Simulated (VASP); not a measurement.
A VASP calculation is set up with these files.

POSCAR:
```
Cu
1
    1.8050000000     0.0000000000     1.8050000000
    0.0000000000     1.8050000000     1.8050000000
    1.8050000000     1.8050000000     0.0000000000
Cu
1
Direct
  0.0000000000   0.0000000000   0.0000000000
```

INCAR:
```
SYSTEM = Cu
PREC = Accurate
ENCUT = 400
EDIFF = 1E-6
NELM = 100
ALGO = Normal
LREAL = .FALSE.
LASPH = .TRUE.
ISMEAR = 1
SIGMA = 0.1
GGA = PE
LMAXMIX = 4
LWAVE = .FALSE.
LCHARG = .FALSE.
ISIF = 2
```

KPOINTS:
```
Automatic mesh
0
Gamma
13 13 13
0 0 0
```

POTCAR, in this order: Cu (PBE.64 set). Program: vasp_std.

### Question
Does this input run properly? What does VASP do?

### Answer
There is a fault: the lattice vectors form a left-handed set. VASP stops with an error: ERROR: the triple product of the basis vectors is negative exchange two basis vectors ----> I REFUSE TO CONTINUE WITH THIS SICK JOB ... BYE!!! <----

File standard output:
```
 -----------------------------------------------------------------------------
|                                                                             |
|     EEEEEEE  RRRRRR   RRRRRR   OOOOOOO  RRRRRR      ###     ###     ###     |
|     E        R     R  R     R  O     O  R     R     ###     ###     ###     |
|     E        R     R  R     R  O     O  R     R     ###     ###     ###     |
|     EEEEE    RRRRRR   RRRRRR   O     O  RRRRRR       #       #       #      |
|     E        R   R    R   R    O     O  R   R                               |
|     E        R    R   R    R   O     O  R    R      ###     ###     ###     |
|     EEEEEEE  R     R  R     R  OOOOOOO  R     R     ###     ###     ###     |
|                                                                             |
|     ERROR: the triple product of the basis vectors is negative exchange     |
|     two basis vectors                                                       |
|                                                                             |
|       ---->  I REFUSE TO CONTINUE WITH THIS SICK JOB ... BYE!!! <----       |
|                                                                             |
 -----------------------------------------------------------------------------
```

To mend it, correct POSCAR.
### POSCAR
```
Cu
1
    0.0000000000     1.8050000000     1.8050000000
    1.8050000000     0.0000000000     1.8050000000
    1.8050000000     1.8050000000     0.0000000000
Cu
1
Direct
  0.0000000000   0.0000000000   0.0000000000
```
The mended run (PBE GGA, plane waves, VASP's PBE PAW potentials (set 64)) converges, and its OSZICAR ends with
```
   1 F= -.37272869E+01 E0= -.37272742E+01  d E =-.380546E-04
```

The compound is Cu in the fcc structure. The cell was not relaxed at this level.
